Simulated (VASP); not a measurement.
Energy against volume of KI (rock salt). All values below come from MS2 meta-GGA, VASP's PBE PAW potentials (set 64) (plane waves; VASP). Run with 520 eV cut-off, 7×7×7 Γ-centred mesh, Gaussian smearing of 0.050 eV, potentials K_sv I.

```
V (Å³/atom)  E (eV/atom)
-----------  -----------
42.071          -3.20299
43.414          -3.20856
44.756          -3.21044
46.099          -3.20920
```

### Question
Fit these four points and predict the energy of the run at 47.442 Å³/atom.

### Answer
A cubic in V^(−2/3), the third-order Birch-Murnaghan form, passes through the four points with V0 = 44.86 Å³/atom and B0 = 12 GPa, and gives -3.2053 eV/atom there. The run gave -3.2054 eV/atom, -0.1 meV/atom from the fit; all five points give B0 = 12 GPa.

The compound is KI in the rock salt structure. It was relaxed first.
